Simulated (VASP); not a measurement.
**CaSi$_{2}$ (space group I4_1/amd): computed properties**

Level of theory: PBEsol GGA, VASP's PBE PAW potentials (set 64) (plane waves; VASP).

```
Property                                                                                                 Value
----------------------------------  --------------------------------------------------------------------------
space group                                                                                     I4_1/amd (141)
cell                                a = 4.223 Å, b = 4.223 Å, c = 13.484 Å, α = 90.00°, β = 90.00°, γ = 90.00°
volume per atom                                                                                 20.04 Å^3/atom
band gap (over mesh and band path)                                    none (metal, semimetal or under 0.01 eV)
density                                                                                             2.66 g/cm³
```

```cif
data_Ca2Si4
_chemical_formula_sum 'Ca2 Si4'
_space_group_name_H-M_alt 'P 1'
_space_group_IT_number 1
_cell_length_a 7.37388
_cell_length_b 7.37388
_cell_length_c 7.37388
_cell_angle_alpha 146.721
_cell_angle_beta 146.721
_cell_angle_gamma 47.776
loop_
_space_group_symop_operation_xyz
  'x, y, z'
loop_
_atom_site_label
_atom_site_type_symbol
_atom_site_fract_x
_atom_site_fract_y
_atom_site_fract_z
_atom_site_occupancy
Ca1 Ca 0.75000 0.25000 0.50000 1
Ca2 Ca 0.00000 0.00000 0.00000 1
Si1 Si 0.33482 0.83482 0.50000 1
Si2 Si 0.58482 0.58482 0.00000 1
Si3 Si 0.41518 0.41518 0.00000 1
Si4 Si 0.16518 0.66518 0.50000 1
```

The structure comes from a computed database's CaSi2 entry (I4_1/amd); how it stands against other phases isn't given here. It was relaxed first. Symmetry was kept, so distortions that lower it aren't found.
